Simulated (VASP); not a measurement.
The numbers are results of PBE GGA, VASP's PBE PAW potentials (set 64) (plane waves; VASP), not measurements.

VASP input:

**KPOINTS**
```
Automatic mesh
0
Gamma
1 1 1
0 0 0
```

**INCAR**
```
LHYPERFINE  =  T
ISPIN  =  2
LASPH  =  T
ISMEAR  =  0   ! Gaussian
SYSTEM  =  Al35N35Si
MAGMOM  =  71*0.0141
NELMIN  =  4
LWAVE  =  T
GGA  =  PE   ! PBE
NELM  =  100   ! most electronic steps
ENCUT  =  400   ! plane-wave cut-off (eV)
NUPDOWN  =  1
LREAL  =  Auto
EDIFF  =  1E-6
ALGO  =  Fast
PREC  =  Normal
NELECT  =  283.0
ISYM  =  0
LORBIT  =  11   ! lm-projected
SIGMA  =  0.05   ! width (eV)
LCHARG  =  F
```

File POSCAR:
```
Al35N35Si
1.0
  4.6932676572  -8.1289780179   0.0000000000
  4.6932676572   8.1289780179   0.0000000000
  0.0000000000   0.0000000000  10.0192026156
Al N Si
35 35 1
direct
  0.2219179509   0.1108532378   0.2481059838
  0.1108700906   0.2216436369   0.9974103320
  0.2234950598   0.1122221933   0.7484300417
  0.1077433790   0.2237272479   0.4952720572
  0.2119677704   0.4391172363   0.2464868423
  0.1107974184   0.5557009028   0.9973556026
  0.2252635443   0.4457660739   0.7473448675
  0.1077396988   0.5503785506   0.4953260398
  0.2218369789   0.7774147006   0.2480773831
  0.1118071219   0.8891082308   0.9990976613
  0.2235119517   0.7776984603   0.7483858789
  0.1117872305   0.8891039464   0.4993636567
  0.5548281321   0.1105703154   0.2497524851
  0.4444366481   0.2220228949   0.0003537774
  0.5558294633   0.1110350987   0.7505684308
  0.4427869499   0.2224738546   0.5012567129
  0.5526861496   0.4449954348   0.2499311477
  0.4431477548   0.5547450773   0.0010608701
  0.5607102250   0.4442618605   0.7526957594
  0.5528172125   0.7741862436   0.2499631899
  0.4442585291   0.8885314851   0.0002938230
  0.5606475005   0.7827992161   0.7527211503
  0.4427834283   0.8866862032   0.5011883649
  0.8858557747   0.1092959174   0.2487962480
  0.7777632101   0.2220816299   0.9990521634
  0.8905511757   0.1131004524   0.7490507606
  0.7747649720   0.2205513141   0.5000829368
  0.8857567688   0.4428440888   0.2488470626
  0.7781631566   0.5556492056   0.0006387720
  0.8906402971   0.4438256536   0.7490050502
  0.7804777315   0.5591136835   0.5022089034
  0.8890356241   0.7776758643   0.2493725578
  0.7782799789   0.8888111792   0.0006761655
  0.8914563824   0.7788928314   0.7515904269
  0.7805427386   0.8877392197   0.5022636354
  0.2223587355   0.1145422734   0.4396178719
  0.1080556360   0.2186854559   0.1891229056
  0.2225644991   0.1115673846   0.9398706076
  0.1136532716   0.2257470820   0.6866661768
  0.1079766617   0.5557466349   0.1891237019
  0.2230698668   0.4447963428   0.9385669461
  0.1136694822   0.5543175330   0.6866596445
  0.2224170805   0.7741634640   0.4395695859
  0.1114302617   0.8888922445   0.1908301638
  0.2224794133   0.7774393246   0.9397918149
  0.1130562626   0.8897494123   0.6901100120
  0.5525791335   0.1094568452   0.4416044076
  0.4445767942   0.2231339891   0.1926965758
  0.5550920346   0.1105872929   0.9417620272
  0.4460112311   0.2238345457   0.6914266024
  0.5522141301   0.4521259212   0.4461563640
  0.4369205399   0.5516775646   0.1942989193
  0.5553234667   0.4448643475   0.9428195518
  0.4544326344   0.5604454263   0.6892540933
  0.5523017922   0.7665544454   0.4461359197
  0.4445185457   0.8877827700   0.1926558157
  0.5554461620   0.7768355959   0.9428256274
  0.4460764848   0.8885836798   0.6914166125
  0.8831644369   0.1071477076   0.4405178219
  0.7765351349   0.2213867767   0.1904724243
  0.8890660725   0.1109323117   0.9402690674
  0.7775964243   0.2219639052   0.6910103951
  0.8831305248   0.4423050028   0.4405514787
  0.7747424631   0.5548570110   0.1926007583
  0.8890509490   0.4444525622   0.9402403631
  0.7810169942   0.5568405008   0.6921288982
  0.8906062780   0.7784810044   0.4410692894
  0.7748513088   0.8862902411   0.1926202357
  0.8894822811   0.7778942216   0.9424904433
  0.7808868176   0.8904692897   0.6922014626
  0.4483841958   0.5574487481   0.5092826733
```

POTCAR, in this order: Al N Si (PBE.64 set). Program: vasp_gam. Read from the step before: WAVECAR.

Output

OUTCAR:
```
 ion  position               nearest neighbor table
   1  0.222  0.111  0.248-  48 1.89  44 1.89  37 1.90  36 1.92  14 3.07  10 3.08   4 3.09   2 3.09
                            12 3.10  16 3.11  17 3.12  32 3.13  13 3.13   5 3.13   9 3.13  24 3.15
   2  0.111  0.222  0.997-  61 1.89  38 1.89  41 1.91  37 1.92   5 3.06  26 3.07   3 3.08   1 3.09
                             7 3.10  24 3.11  18 3.12  33 3.12  10 3.13  25 3.13  14 3.13   6 3.14
   3  0.223  0.112  0.748-  50 1.90  46 1.90  38 1.92  39 1.92  16 3.05   2 3.08  12 3.08  14 3.10
                            10 3.10   7 3.12  34 3.12  15 3.13  26 3.13   4 3.14  11 3.14  19 3.14
   4  0.108  0.224  0.495-  36 1.90  59 1.91  39 1.92   5 3.05  24 3.06   8 3.07   1 3.09  26 3.10
                             7 3.10  27 3.11  35 3.11   3 3.14  16 3.15  12 3.16  71 3.17
   5  0.212  0.439  0.246-  37 1.88  40 1.88  52 1.90   4 3.05   8 3.05   2 3.06   6 3.06  24 3.08
                            28 3.08  18 3.09   1 3.13   9 3.13  17 3.17  20 3.17
   6  0.111  0.556  0.997-  65 1.89  45 1.89  41 1.91  40 1.92   5 3.06  30 3.07  11 3.08   9 3.09
                             7 3.10  28 3.11  29 3.12  18 3.12  10 3.12  21 3.13  25 3.13   2 3.14
   7  0.225  0.446  0.747-  39 1.89  42 1.89  41 1.92  54 1.95  71 3.00   2 3.10  18 3.10   6 3.10
                             4 3.10   8 3.10   3 3.12  11 3.12  30 3.13  26 3.13  19 3.16  22 3.16
   8  0.108  0.550  0.495-  43 1.90  63 1.91  42 1.92   5 3.05  28 3.06   4 3.07   9 3.09  30 3.09
                             7 3.10  27 3.11  31 3.11  11 3.14  23 3.15  12 3.16  71 3.17
   9  0.222  0.777  0.248-  44 1.89  56 1.89  40 1.90  43 1.92  21 3.07  10 3.08   8 3.09   6 3.09
                            12 3.10  23 3.11  20 3.12  32 3.13  13 3.13   1 3.13   5 3.13  28 3.15
  10  0.112  0.889  0.999-  69 1.89  45 1.90  38 1.90  44 1.92  34 3.06   9 3.08   1 3.08  32 3.09
                             3 3.10  11 3.10  21 3.12  14 3.12   6 3.12   2 3.13  33 3.13  29 3.13
  11  0.224  0.778  0.748-  58 1.90  46 1.90  45 1.92  42 1.92  23 3.05   6 3.08  12 3.08  21 3.10
                            10 3.10  34 3.12   7 3.12  15 3.12  30 3.13   8 3.14   3 3.14  22 3.14
  12  0.112  0.889  0.499-  67 1.89  46 1.91  36 1.93  43 1.93  11 3.08   3 3.08  32 3.09   1 3.10
                             9 3.10  34 3.10  35 3.10  31 3.10  16 3.12  23 3.12   4 3.16   8 3.16
...
```

File OSZICAR:
```
       N       E                     dE             d eps       ncg     rms          rms(c)
DAV:   1    -0.528444588108E+03   -0.52844E+03   -0.18245E-05   928   0.138E-02    0.445E-03
RMM:   2    -0.528444587436E+03    0.67146E-06   -0.44497E-06   580   0.513E-03    0.280E-03
RMM:   3    -0.528444587359E+03    0.77693E-07   -0.33458E-06   645   0.324E-03    0.163E-03
RMM:   4    -0.528444587343E+03    0.16220E-07   -0.39228E-07   498   0.151E-03
   1 F= -.52844459E+03 E0= -.52844459E+03  d E =-.140891E-13  mag=     1.0000
```

OUTCAR:
```
------------------------ aborting loop because EDIFF is reached ----------------------------------------
  FORCE on cell =-STRESS in cart. coord.  units (eV):
  Direction    XX          YY          ZZ          XY          YZ          ZX
  --------------------------------------------------------------------------------------
  Total      -22.1716807    -25.4235590    -32.9947708     -2.9538239     -2.3317681      4.0584071
  in kB      -46.4659448    -53.2810165    -69.1482624     -6.1904292     -4.8867657      8.5053417
  external PRESSURE =     -56.2984079 kB  Pullay stress =       0.0000000 kB
  volume of cell :      764.49
      direct lattice vectors                 reciprocal lattice vectors
     4.693267657 -8.128978018  0.000000000     0.106535582 -0.061508347  0.000000000
     4.693267657  8.128978018  0.000000000     0.106535582  0.061508347  0.000000000
     0.000000000  0.000000000 10.019202616     0.000000000  0.000000000  0.099808342
 POSITION                                       TOTAL-FORCE (eV/Angst)
 -----------------------------------------------------------------------------------
      1.56178     -0.90284      2.48582        -0.020488      0.014884     -0.002421
      1.56058      0.90048      9.99326         0.007220      0.002394     -0.000553
      1.57561     -0.90453      7.49867        -0.001965     -0.000606      0.001012
      1.55568      0.94283      4.96223         0.005618      0.005702      0.018383
      3.05572      1.84649      2.46960         0.021191      0.008290     -0.012296
      3.12806      3.61661      9.99271         0.002120     -0.019294      0.010956
      3.14932      1.79246      7.48780         0.012305      0.003586     -0.007365
      3.08873      3.59820      4.96277         0.002622     -0.007071      0.009020
      4.68976      4.51628      2.48554        -0.019786     -0.005772      0.001218
      4.69756      6.31866     10.01016         0.001000      0.004502      0.000924
      4.69895      4.50497      7.49823        -0.000935      0.004585     -0.001994
      4.69745      6.31879      5.00323         0.002735     -0.012483      0.000031
      3.12289     -3.61136      2.50232        -0.011614      0.004016     -0.007699
      3.12787     -1.80800      0.00354         0.000416      0.017233     -0.003201
      3.12977     -3.61572      7.52010         0.013658      0.005701     -0.013520
      3.12225     -1.79092      5.02219        -0.002455     -0.005370     -0.012429
      4.68239     -0.87542      2.50411        -0.001850     -0.002459      0.001900
      4.68338      0.90717      0.01063         0.003163      0.004411     -0.002514
      4.71660     -0.94661      7.54141         0.010860     -0.002406     -0.002104
      6.22798      1.79950      2.50443        -0.010727      0.008286     -0.006056
      6.25514      3.61149      0.00294         0.007922     -0.016954      0.008489
      6.30516      1.80587      7.54167         0.008360     -0.013162      0.002094
      6.23956      3.60848      5.02151         0.004885      0.001621     -0.008205
      4.67051     -6.31264      2.49274        -0.001924     -0.001799      0.009685
      4.69254     -4.51712     10.00971        -0.012993     -0.008189      0.001774
      4.71041     -6.31988      7.50489         0.003732     -0.012660     -0.007549
      4.67129     -4.50519      5.01043         0.020100     -0.015780      0.006392
      6.23548     -3.60043      2.49325         0.007063      0.000085      0.002118
      6.25994     -1.80881      0.00640         0.004996      0.012936      0.001406
      6.26301     -3.63215      7.50443         0.003651      0.008111     -0.008554
      6.28706     -1.79946      5.03173         0.006920      0.000310     -0.003665
      7.82232     -0.90524      2.49851        -0.014847      0.008725      0.002674
      7.82411      0.89851      0.00677        -0.006988      0.010448     -0.001892
      7.83940     -0.91503      7.53034        -0.001480      0.006685     -0.007762
      7.82969      0.87140      5.03228         0.001357      0.000692     -0.005875
      1.58117     -0.87644      4.40462         0.015042     -0.002018      0.007006
      1.53348      0.89931      1.89486        -0.009084     -0.006837     -0.001176
      1.56817     -0.90229      9.41675        -0.003315     -0.008442      0.009037
      1.59290      0.91121      6.87985        -0.000689     -0.002420      0.006296
      3.11503      3.63991      1.89487        -0.006092     -0.000644     -0.001797
      3.13447      1.80241      9.40369         0.001442     -0.004382      0.002029
      3.13504      3.58202      6.87978         0.004146     -0.009612      0.011060
      4.67722      4.48513      4.40414         0.002434      0.002159      0.015543
      4.69478      6.31997      1.91197        -0.016940      0.016321     -0.000215
      4.69289      4.51126      9.41596         0.001867     -0.004386      0.010606
      4.70644      6.31372      6.91435         0.006993     -0.006939      0.010271
      3.10711     -3.60213      4.42452         0.013759     -0.002042      0.001826
      3.13375     -1.80010      1.93067        -0.005044      0.002387     -0.008865
      3.12421     -3.61337      9.43570         0.000170      0.017616     -0.006760
      3.14377     -1.80607      6.92754         0.004667     -0.020001      0.000823
      4.71364     -0.81361      4.47013        -0.011183      0.022609      0.000540
      4.63976      0.93286      1.94672        -0.001899     -0.000791      0.008254
      4.69415     -0.89792      9.44630         0.014711     -0.011821     -0.002174
      4.76309      0.86178      6.90578        -0.009007     -0.001636     -0.013588
      6.18975      1.74166      4.46993        -0.026689     -0.002892      0.001943
      6.25285      3.60329      1.93026        -0.005859     -0.000744     -0.006891
      6.25275      1.79967      9.44636         0.000961     -0.003623      0.000803
      6.26392      3.59713      6.92744         0.004114      0.010109     -0.005634
      4.64780     -6.30822      4.41364         0.007735      0.002114      0.010574
      4.68351     -4.51279      1.90838        -0.009418      0.016456      0.012563
      4.69326     -6.32543      9.42075        -0.005329     -0.007818      0.004847
      4.69120     -4.51672      6.92337         0.014008     -0.006400     -0.003430
      6.22062     -3.58346      4.41397         0.004091     -0.000851      0.007646
      6.24017     -1.78744      1.92971        -0.012559     -0.000779     -0.003273
      6.25849     -3.61413      9.42046         0.000024      0.016050      0.000608
      6.27892     -1.82233      6.93458        -0.004577      0.002302      0.005892
      7.83347     -0.91146      4.41916        -0.000060     -0.005056     -0.005685
      7.79618      0.90588      1.92990        -0.007852      0.006534     -0.006270
      7.82544     -0.90710      9.44300        -0.010355     -0.001095     -0.020762
      7.84412      0.89079      6.93531         0.004102     -0.009741     -0.003284
      4.72064      0.88658      5.10261         0.001846     -0.002888     -0.000790
 -----------------------------------------------------------------------------------
    total drift:                                0.002204     -0.006336      0.012951
  FREE ENERGIE OF THE ION-ELECTRON SYSTEM (eV)
  ---------------------------------------------------
  free  energy   TOTEN  =      -528.4445873425 eV

  energy  without entropy=     -528.4445873425  energy(sigma->0) =     -528.44458734

 total charge

# of ion       s       p       d       tot
------------------------------------------
    1        0.359   0.432   0.000   0.792
    2        0.360   0.431   0.000   0.790
    3        0.359   0.426   0.000   0.785
    4        0.369   0.387   0.000   0.756
    5        0.370   0.406   0.000   0.776
    6        0.360   0.431   0.000   0.791
    7        0.358   0.424   0.000   0.782
    8        0.369   0.387   0.000   0.756
    9        0.359   0.432   0.000   0.792
   10        0.359   0.429   0.000   0.788
   11        0.359   0.426   0.000   0.785
   12        0.361   0.420   0.000   0.781
   13        0.359   0.430   0.000   0.789
...
```
(Selected blocks of OUTCAR.)

OUTCAR:
```
 val. band max:        8.7313765729   @ k =   0.0000   0.0000   0.0000

 cond. band min:       9.5098333791   @ k =   0.0000   0.0000   0.0000


 Fermi energy:         8.9942155783

 spin component 1

 k-point     1 :       0.0000    0.0000    0.0000
  band No.  band energies     occupation
      1      -9.2394      1.00000
      2      -8.5672      1.00000
      3      -8.2802      1.00000
      4      -8.1266      1.00000
      5      -8.0456      1.00000
      6      -7.8860      1.00000
      7      -7.8637      1.00000
      8      -7.8361      1.00000
      9      -7.7701      1.00000
     10      -7.5518      1.00000
     11      -7.4538      1.00000
     12      -7.4474      1.00000
     13      -7.2621      1.00000
     14      -7.2542      1.00000
     15      -7.2354      1.00000
     16      -7.2331      1.00000
     17      -7.2283      1.00000
     18      -7.2127      1.00000
     19      -7.2066      1.00000
     20      -7.1737      1.00000
     21      -7.0609      1.00000
     22      -6.9631      1.00000
     23      -6.8871      1.00000
     24      -6.7777      1.00000
     25      -6.6613      1.00000
     26      -6.6038      1.00000
     27      -6.6013      1.00000
     28      -6.5814      1.00000
     29      -6.5604      1.00000
     30      -6.5546      1.00000
     31      -6.5410      1.00000
     32      -6.5256      1.00000
     33      -6.4859      1.00000
     34      -6.4637      1.00000
     35      -6.4427      1.00000
     36      -0.5657      1.00000
     37       0.1022      1.00000
     38       0.6832      1.00000
     39       0.8782      1.00000
     40       1.1232      1.00000
     41       1.1663      1.00000
     42       1.1765      1.00000
     43       1.1948      1.00000
     44       1.1971      1.00000
     45       1.2539      1.00000
     46       1.2596      1.00000
     47       1.2630      1.00000
     48       1.2727      1.00000
     49       1.2960      1.00000
...
```

At this cut-off the stress carries a Pulay error, which pulls relaxed volumes low. The cell is charged, with a uniform compensating background.  The supercell is sampled at Γ alone, which is coarse: total energies, pressure and levels can be off, energies of defects by several tenths of an eV.

The cell is a supercell with a defect, built from AlN (wurtzite): Si_Al-vac_N, charge +1.
